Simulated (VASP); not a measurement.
Energy against volume of CsCl (CsCl type). Computed with TPSS meta-GGA, VASP's PBE PAW potentials (set 64) (plane waves; VASP). Settings: 520 eV cut-off, 6×6×6 Γ-centred mesh, Gaussian smearing of 0.050 eV, potentials Cs_sv Cl.

```tsv
V (Å³/atom)	E (eV/atom)
35.891	-10.00815
37.001	-10.00973
38.111	-10.00868
39.221	-10.00543
```

Task: Fit these four points and predict the energy of the run at 34.781 Å³/atom.

Result: A cubic in V^(−2/3), the third-order Birch-Murnaghan form, passes through the four points with V0 = 37.08 Å³/atom and B0 = 12 GPa, and gives -10.0034 eV/atom there. The run gave -10.0033 eV/atom, +0.1 meV/atom from the fit; all five points give B0 = 13 GPa.

The compound is CsCl in the CsCl type structure. It was relaxed first, which changed the volume by +6 %.
